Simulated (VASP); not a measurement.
# Al32C (a cell with a defect) in VASP: notebook, part 2 of 2

VASP 6.6.1.

### Step 4. Single point, LDA

INCAR

```
SYSTEM = Al32C
ALGO     = Fast           ! electronic algorithm
EDIFF    = 1E-6           ! SCF threshold, eV
ENCUT    = 520            ! plane-wave cutoff, eV
GGA      = CA             ! functional
ISIF     = 2              ! what is computed and relaxed
ISMEAR   = 0              ! smearing method
LASPH    = .TRUE.         ! aspherical terms in the spheres
LCHARG   = .TRUE.         ! write CHGCAR
LELF     = .TRUE.         ! ELF
LREAL    = Auto         
LVHAR    = .TRUE.       
LWAVE    = .FALSE.        ! write WAVECAR
NBANDS   = 72             ! bands
NELM     = 80             ! most SCF steps
PREC     = Accurate       ! precision mode
SIGMA    = 0.15           ! smearing width, eV
```

KPOINTS

```
k-points
0
G
  2 2 2
  0 0 0
```

POSCAR

```
Al32C
1.0
    8.1000000000      0.0000000000      0.0000000000
    0.0000000000      8.1000000000      0.0000000000
    0.0000000000      0.0000000000      8.1000000000
Al C
32 1
Direct
    0.4962477778     -0.0035686420      0.0019366667
    0.7534811111      0.2536730864      0.0019440741
    0.7534718519     -0.0035549383      0.2478058025
    0.0042950617      0.0010075309      0.0043216049
    0.2454787654      0.2491106173      0.0043029630
    0.5008003704      0.5044464198      0.0043028395
    0.7489048148      0.7456337037      0.0043165432
    0.2454871605      0.0010030864      0.2455134568
    0.4962583951      0.2536623457      0.2478269136
    0.7489075309      0.5044458025      0.2455044444
    0.4859735802     -0.0138604938      0.4860037037
    0.7638281481      0.2639708642      0.4859812346
    0.7638514815     -0.0139091358      0.7638719753
    0.0023512346      0.5025429630      0.0023804938
    0.2473781481      0.7475664198      0.0023793827
    0.0042809877      0.2491111111      0.2455001235
    0.2473846914      0.5025374074      0.2474117284
    0.5008032099      0.7456587654      0.2455161728
    0.0019067901     -0.0035701235      0.4962729630
    0.2477914815      0.2536609877      0.4962872840
    0.4962556790      0.5021072840      0.4962830864
    0.7534797531      0.7479975309      0.4962788889
    0.2477723457     -0.0035538272      0.7535002469
    0.4859602469      0.2639618519      0.7638388889
    0.7534729630      0.5021312346      0.7535025926
    0.0023507407      0.7475658025      0.2474050617
    0.0042819753      0.5044519753      0.5008309877
    0.2454891358      0.7456575309      0.5008341975
    0.0019116049      0.2536751852      0.7535132099
    0.2454807407      0.5044432099      0.7489392593
    0.4962516049      0.7480002469      0.7535103704
    0.0042916049      0.7456322222      0.7489358025
    0.6249259259      0.1250387654      0.6249379012
```

Command:

```console
$ cat potpaw_LDA.64/Al/POTCAR potpaw_LDA.64/C/POTCAR > POTCAR
$ mpirun -np 1 vasp_std > vasp.out
```

Run time: 6.3 min. Hardware: 1 thread of Intel Xeon Platinum 8559C (Emerald Rapids), shared host; peak memory 0.45 GiB.

Results (log left out):

```
Free energy            : -142.6091 eV
Pressure               : -2.2 GPa
Largest force          : 0.037 eV/Å
Band gap on the k mesh : none (metal or under the smearing width)
```

Forces in eV/Å, atoms in the order of the input:
```
Al   0.000  0.000 -0.003
Al   0.001  0.001 -0.003
Al   0.001 -0.001  0.004
Al  -0.002 -0.002 -0.002
Al   0.001  0.002 -0.002
Al  -0.002 -0.001 -0.002
Al   0.002  0.002 -0.002
Al   0.002 -0.002  0.002
Al   0.000  0.001  0.004
Al   0.002 -0.002  0.002
Al  -0.021 -0.020 -0.022
Al   0.020  0.021 -0.021
Al   0.020 -0.020  0.020
Al  -0.003 -0.003 -0.003
Al   0.003  0.003 -0.003
Al  -0.002  0.002  0.001
Al   0.003 -0.004  0.004
Al  -0.002  0.002  0.001
Al  -0.003  0.000 -0.001
Al   0.005  0.001  0.000
Al   0.000 -0.004  0.000
Al   0.001  0.004 -0.001
Al   0.005 -0.001  0.001
Al  -0.021  0.021  0.020
Al   0.000 -0.004  0.001
Al  -0.003  0.003  0.003
Al  -0.002 -0.001 -0.002
Al   0.001  0.002 -0.002
Al  -0.003  0.001  0.001
Al   0.002 -0.002  0.002
Al  -0.001  0.003  0.001
Al  -0.002  0.001  0.002
C    0.000  0.000  0.000
```

Levels at points of the mesh, in eV from the Fermi level:
```
           k point  band 47  band 48  band 49  band 50  band 51  band 52
(0.00, 0.00, 0.00)    -0.21    -0.21     0.42     0.42     0.42     0.83
(0.50, 0.00, 0.00)    -0.24    -0.22    -0.14    -0.06    -0.06     0.12
(0.00, 0.50, 0.00)    -0.24    -0.22    -0.14    -0.06    -0.06     0.12
(0.00, 0.00, 0.50)    -0.24    -0.22    -0.14    -0.06    -0.06     0.12
(0.50, 0.50, 0.00)    -0.27    -0.26     0.11     0.11     0.72     1.00
(0.00, 0.50, 0.50)    -0.27    -0.26     0.11     0.11     0.72     1.00
(0.50, 0.00, 0.50)    -0.27    -0.26     0.11     0.11     0.72     1.00
(0.50, 0.50, 0.50)    -0.43    -0.43    -0.43    -0.43    -0.43    -0.39
```

Caveat: the k mesh is coarse (spacing up to 0.39 Å⁻¹), so the values aren't converged.

### Step 5. Single point, LDA

INCAR

```
ALGO     = Fast           # electronic algorithm
EDIFF    = 1E-6           # SCF threshold, eV
ENCUT    = 520            # plane-wave cutoff, eV
GGA      = CA             # functional
ISIF     = 2              # what is computed and relaxed
ISMEAR   = 0              # smearing method
LASPH    = True           # aspherical terms in the spheres
LCHARG   = True           # write CHGCAR
LELF     = True           # ELF
LREAL    = Auto         
LVHAR    = True         
LWAVE    = False          # write WAVECAR
NBANDS   = 72             # bands
NELM     = 60             # most SCF steps
PREC     = Accurate       # precision mode
SIGMA    = 0.15           # smearing width, eV
```

KPOINTS

```
k-points
0
Gamma
  2 2 2
```

POSCAR

```
Al32C
1.0
    8.1000000000      0.0000000000      0.0000000000
    0.0000000000      8.1000000000      0.0000000000
    0.0000000000      0.0000000000      8.1000000000
Al C
32 1
Direct
    0.5030112346      0.0031556790     -0.0013269136
    0.7467214815      0.2468653086     -0.0013285185
    0.7508575309     -0.0009806173      0.2608882716
   -0.0018704938     -0.0004002469      0.0011169136
    0.2516006173      0.2504192593      0.0011149383
    0.4994555556      0.4982743210      0.0011159259
    0.7502753086      0.7517465432      0.0011158025
    0.2457740741      0.0020024691      0.2410909877
    0.4988740741      0.2510028395      0.2608790123
    0.7478729630      0.5041046914      0.2410879012
    0.4638544444     -0.0359900000      0.4935897531
    0.7858601235      0.2860208642      0.4935798765
    0.7500701235     -0.0001945679      0.7381319753
    0.0018287654      0.5019722222      0.0008507407
    0.2479035802      0.7480469136      0.0008514815
    0.0039601235      0.2480174074      0.2410933333
    0.2486555556      0.5012187654      0.2480733333
    0.5018582716      0.7459179012      0.2410949383
    0.0071507407     -0.0033272840      0.4991585185
    0.2425882716      0.2533445679      0.4991583951
    0.4965293827      0.5072906173      0.4991587654
    0.7532030864      0.7427261728      0.4991580247
    0.2453476543     -0.0012033333      0.7589390123
    0.4996741975      0.2502016049      0.7381191358
    0.7510780247      0.5045285185      0.7589380247
    0.0010749383      0.7487995062      0.2480748148
    0.0105946914      0.5107334568      0.5022771605
    0.2391367901      0.7392777778      0.5022728395
    0.0043866667      0.2512235802      0.7589348148
    0.2496950617      0.5001807407      0.7509060494
    0.4986509877      0.7454886420      0.7589369136
    0.0000387654      0.7498370370      0.7509037037
    0.6248885185      0.1249907407      0.5511737037
```

Command:

```console
$ cat potpaw_LDA.64/Al/POTCAR potpaw_LDA.64/C/POTCAR > POTCAR
$ mpirun -np 1 vasp_std > vasp.out
```

Run time: 5 min. Hardware: 1 thread of Intel Xeon Platinum 8559C (Emerald Rapids), shared host; peak memory 0.41 GiB.

The run converged. Its results:

| Quantity | Value |
| --- | --- |
| Free energy | -142.3079 eV |
| Pressure | -2.2 GPa |
| Largest force | 0.637 eV/Å |
| Band gap on the k mesh | none (metal or under the smearing width) |

Forces in eV/Å, atoms in the order of the input:
```
Al  -0.017 -0.017 -0.027
Al   0.017  0.017 -0.027
Al   0.012 -0.012 -0.030
Al   0.000  0.000  0.001
Al  -0.001  0.000  0.000
Al   0.000  0.001  0.000
Al   0.000  0.000  0.001
Al   0.002  0.019 -0.017
Al  -0.011  0.011 -0.031
Al  -0.019 -0.002 -0.017
Al  -0.038 -0.038 -0.130
Al   0.038  0.038 -0.130
Al   0.031 -0.031  0.033
Al   0.000  0.000  0.000
Al   0.000  0.000  0.000
Al  -0.002 -0.019 -0.017
Al  -0.007  0.007 -0.021
Al   0.019  0.002 -0.017
Al   0.003 -0.004 -0.027
Al  -0.002  0.004 -0.027
Al  -0.004  0.002 -0.027
Al   0.004 -0.003 -0.027
Al   0.004 -0.023 -0.018
Al  -0.031  0.031  0.033
Al   0.023 -0.004 -0.018
Al   0.008 -0.008 -0.021
Al   0.004  0.003  0.012
Al  -0.003 -0.004  0.012
Al  -0.004  0.022 -0.018
Al   0.012 -0.012 -0.032
Al  -0.022  0.004 -0.018
Al  -0.012  0.012 -0.032
C   -0.001  0.001  0.637
```

Stress tensor (GPa, compression positive):
```
-1.57  0.56  0.00
 0.56 -1.57  0.00
 0.00  0.00 -3.47
```

Levels at points of the mesh, in eV from the Fermi level:
| k point | band 47 | band 48 | band 49 | band 50 | band 51 | band 52 |
| --- | --- | --- | --- | --- | --- | --- |
| (0.00, 0.00, 0.00) | -0.31 | 0.05 | 0.36 | 0.37 | 0.46 | 0.60 |
| (0.50, 0.00, 0.00) | -0.25 | -0.20 | -0.13 | -0.09 | -0.04 | 0.04 |
| (0.00, 0.00, 0.50) | -0.31 | -0.22 | -0.09 | -0.02 | -0.02 | 0.01 |
| (0.50, 0.50, 0.00) | -0.30 | -0.18 | 0.12 | 0.17 | 0.59 | 0.87 |
| (0.00, 0.50, 0.50) | -0.26 | -0.21 | 0.02 | 0.20 | 0.58 | 0.88 |
| (0.50, 0.50, 0.50) | -0.51 | -0.50 | -0.46 | -0.46 | -0.42 | -0.41 |

Caveat: the k mesh is coarse (spacing up to 0.39 Å⁻¹), so the values aren't converged.

### Step 6. The runs side by side

| cell | gap on the mesh (eV) | pressure (GPa) | largest force (eV/Å) |
| --- | --- | --- | --- |
| R3m, 16.1 Å³/atom | none | -2.2 | 0.04 |
| P1, 16.1 Å³/atom | none | -0.2 | 4.82 |
| Cmm2, 16.1 Å³/atom | none | -2.2 | 0.64 |

Some of these runs hold the atoms at other places in the same cell, which the table doesn't show; runs alike in all that it shows share one row.

Alike in all rows: task single point; level LDA; potentials or basis VASP PAW LDA potentials, release 64 (Al, C); no spin polarisation; k mesh 2 × 2 × 2; cutoff (eV) 520; smearing gaussian 0.15 eV; the mesh is coarse, so values aren't converged.

Caveats: all runs use coarse meshes.

Total energies depend on the potentials used, so only differences within one code and one set of settings carry meaning.
